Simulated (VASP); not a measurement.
Output of a VASP run:

**OSZICAR**
```
       N       E                     dE             d eps       ncg     rms          rms(c)
DAV:   1     0.211144518040E+03    0.21114E+03   -0.19206E+04    46   0.133E+03
DAV:   2    -0.300768532728E+02   -0.24122E+03   -0.23819E+03    68   0.296E+02
DAV:   3    -0.395609365792E+02   -0.94841E+01   -0.94758E+01    53   0.646E+01
DAV:   4    -0.397948557712E+02   -0.23392E+00   -0.23384E+00    76   0.841E+00
DAV:   5    -0.397963030441E+02   -0.14473E-02   -0.14472E-02    53   0.616E-01    0.100E+02
DAV:   6    -0.260235475098E+02    0.13773E+02   -0.61247E+01    46   0.464E+01    0.111E+02
DAV:   7    -0.258324194873E+02    0.19113E+00   -0.13571E+00    68   0.770E+00    0.101E+02
DAV:   8    -0.254843436834E+02    0.34808E+00   -0.22681E+00    53   0.137E+01    0.524E+01
DAV:   9    -0.253221846395E+02    0.16216E+00   -0.10176E+00    46   0.681E+00    0.258E+00
DAV:  10    -0.253233884844E+02   -0.12038E-02   -0.70557E-03    54   0.632E-01    0.709E-01
DAV:  11    -0.253236630261E+02   -0.27454E-03   -0.87336E-04    53   0.220E-01    0.537E-01
DAV:  12    -0.253236780824E+02   -0.15056E-04   -0.37508E-05    53   0.560E-02    0.286E-02
DAV:  13    -0.253236856200E+02   -0.75377E-05   -0.10331E-05    45   0.208E-02    0.523E-03
DAV:  14    -0.253236867784E+02   -0.11583E-05   -0.22928E-06    45   0.899E-03    0.845E-03
DAV:  15    -0.253236866090E+02    0.16934E-06   -0.14880E-07    23   0.227E-03
   1 F= -.25323687E+02 E0= -.25323687E+02  d E =-.101211E-10
```

### OUTCAR
```
------------------------ aborting loop because EDIFF is reached ----------------------------------------
  FORCE on cell =-STRESS in cart. coord.  units (eV):
  Direction    XX          YY          ZZ          XY          YZ          ZX
  --------------------------------------------------------------------------------------
  Total       22.6625962     22.6625962     22.6625962      0.0000000      0.0000000      0.0000000
  in kB      518.2630653    518.2630653    518.2630653      0.0000000      0.0000000      0.0000000
  external PRESSURE =     518.2630653 kB  Pullay stress =       0.0000000 kB
  volume of cell :       70.06
      direct lattice vectors                 reciprocal lattice vectors
     4.122462000  0.000000000  0.000000000     0.242573491  0.000000000  0.000000000
     0.000000000  4.122462000  0.000000000     0.000000000  0.242573491  0.000000000
     0.000000000  0.000000000  4.122462000     0.000000000  0.000000000  0.242573491
 POSITION                                       TOTAL-FORCE (eV/Angst)
 -----------------------------------------------------------------------------------
      0.00000      0.00000      0.00000         0.000000      0.000000      0.000000
      2.06123      2.06123      2.06123         0.000000      0.000000      0.000000
      2.06123      0.00000      2.06123         0.000000      0.000000      0.000000
      0.00000      2.06123      2.06123         0.000000      0.000000      0.000000
      2.06123      2.06123      0.00000         0.000000      0.000000      0.000000
 -----------------------------------------------------------------------------------
    total drift:                                0.000000      0.000000      0.000000
  FREE ENERGIE OF THE ION-ELECTRON SYSTEM (eV)
  ---------------------------------------------------
  free  energy   TOTEN  =       -25.3236866090 eV

  energy  without entropy=      -25.3236866090  energy(sigma->0) =      -25.32368661
```
(Selected blocks of OUTCAR.)

File POSCAR:
```
BaHfO3
1
    4.1224620000     0.0000000000     0.0000000000
    0.0000000000     4.1224620000     0.0000000000
    0.0000000000     0.0000000000     4.1224620000
Ba Hf O
1 1 3
Direct
  0.0000000000   0.0000000000   0.0000000000
  0.5000000000   0.5000000000   0.5000000000
  0.5000000000   0.0000000000   0.5000000000
  0.0000000000   0.5000000000   0.5000000000
  0.5000000000   0.5000000000   0.0000000000
```

Task: Write an INCAR and KPOINTS that could have produced this output.

Result: Several could match; the one computed here: the input of the run itself, PBE GGA, plane waves, VASP's PBE PAW potentials (set 64).

KPOINTS:
```
Automatic mesh
0
Gamma
1 1 1
0 0 0
```

### INCAR
```
SYSTEM = BaHfO3
PREC = Accurate; ENCUT = 400; LREAL = .FALSE.
LASPH = .TRUE.
EDIFF = 1E-6; NELM = 100; ALGO = Normal
LMAXMIX = 6
ISMEAR = -1; SIGMA = 0.02
GGA = PE
ISIF = 2
LWAVE = .FALSE.; LCHARG = .FALSE.
```

POTCAR, in this order: Ba_sv Hf_pv O (PBE.64 set). Program: vasp_std.

At this cut-off the stress carries a Pulay error, which pulls relaxed volumes low.

The structure is a typed BaHfO3 crystal. The cell was not relaxed at this level. The k-mesh is coarse (spacing up to 1.52 per Å, 2π included), so the numbers may not be converged in it. The run is one of a series of settings (KPOINTS 1×1×1 Γ-centred mesh against the base run), some of them coarse on purpose.
